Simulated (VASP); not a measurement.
Consider the following.

```
CELL_PARAMETERS angstrom
      3.71423     0.00000     0.00000
      0.00000     3.71423     0.00000
      0.00000     0.00000     3.71423
ATOMIC_POSITIONS crystal
  Sr 0.00000 0.00000 0.00000
  Ti 0.50000 0.50000 0.50000
  O  0.50000 0.00000 0.50000
  O  0.00000 0.50000 0.50000
  O  0.50000 0.50000 0.00000
```

Computed with LDA (Ceperley-Alder, Perdew-Zunger), VASP's LDA PAW potentials (set 64) (plane waves; VASP 6.6.1). Settings: 620 eV cut-off, 6×6×6 Γ-centred mesh, Gaussian smearing of 0.050 eV, potentials Sr_sv Ti_sv O.

Energy and stress use the plane-wave basis of the starting cell.

### Question
The ions, cell shape and volume at an external pressure of 45.0 GPa are relaxed. What does this cell relax into?

### Answer

```
CELL_PARAMETERS angstrom
      3.66124     0.00000     0.00000
      0.00000     3.66124     0.00000
      0.00000     0.00000     3.66124
ATOMIC_POSITIONS crystal
  Sr 0.00000 0.00000 0.00000
  Ti 0.50000 0.50000 0.50000
  O  0.50000 0.00000 0.50000
  O  0.00000 0.50000 0.50000
  O  0.50000 0.50000 0.00000
```
Space group Pm-3m (221), at a tolerance of 0.03 Å.

### Question
How do energy and volume change from the first to the last step?

### Answer
The energy (σ→0) changes by +100.1 meV/atom and the volume by -4.2 %, in 4 ionic steps.

The compound is SrTiO3 in the cubic perovskite structure, the ideal cubic form; the compound distorts at low or room temperature. This run relaxes it under an external pressure of 45 GPa. Symmetry was kept, so distortions that lower it aren't found.
